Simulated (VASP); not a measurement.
A run of VASP 6.6.1:

Contents of INCAR:

```
ALGO = Fast ; EDIFF = 1E-7
ENCUT = 520 ; GGA = PE
ISIF = 2 ; ISMEAR = 0
LASPH = True ; LCHARG = False
LREAL = False ; LWAVE = False
NBANDS = 46 ; NELM = 100
PREC = Accurate ; SIGMA = 0.1
```

KPOINTS

```
k-points
0
Gamma
  18 18 3
```

Contents of POSCAR:

```
CuF
1.0
    2.8636811887      0.0000000000      0.0000000000
   -1.4318405944      2.4800206578      0.0000000000
    0.0000000000      0.0000000000     13.6176647076
Cu F
4 4
Direct
    0.0000000000      0.0000000000      0.0230310914
    0.3333333333      0.6666666667      0.2730377518
    0.6666666667      0.3333333333      0.5230310914
    0.3333333333      0.6666666667      0.7730377518
    0.0000000000      0.0000000000      0.1644616547
    0.3333333333      0.6666666667      0.4144695021
    0.6666666667      0.3333333333      0.6644616547
    0.3333333333      0.6666666667      0.9144695021
```

Potentials or basis: VASP PAW PBE potentials, release 64 (Cu, F).

Command:

```sh
$ cat potpaw_PBE.64/Cu/POTCAR potpaw_PBE.64/F/POTCAR > POTCAR
$ mpirun -np 1 vasp_std > vasp.out
```

Hardware: 1 thread of Intel(R) Xeon(R) 6975P-C (Granite Rapids), on a shared host.

Problem. Estimate the wall time of this run.

Solution. Run time: 3.6 min on 1 thread of Intel(R) Xeon(R) 6975P-C (Granite Rapids), on a shared host, peak memory 0.39 GiB. Counts: scf iterations 18, k points 74.
